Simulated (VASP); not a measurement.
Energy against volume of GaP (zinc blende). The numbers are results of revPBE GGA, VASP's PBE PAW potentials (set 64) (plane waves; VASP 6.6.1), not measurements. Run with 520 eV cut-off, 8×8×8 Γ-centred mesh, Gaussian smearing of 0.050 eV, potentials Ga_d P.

| V (Å³/atom) | E (eV/atom) |
|---|---|
| 19.980 | -4.25731 |
| 20.618 | -4.27212 |
| 21.255 | -4.27673 |
| 21.893 | -4.27268 |

Question: Fit these four points and predict the energy of the run at 22.530 Å³/atom.

Answer: A cubic in V^(−2/3), the third-order Birch-Murnaghan form, passes through the four points with V0 = 21.26 Å³/atom and B0 = 72 GPa, and gives -4.2613 eV/atom there. The run gave -4.2613 eV/atom, -0.1 meV/atom from the fit; all five points give B0 = 72 GPa.

The compound is GaP in the zinc blende structure. It was relaxed first, which changed the volume by +5 %.
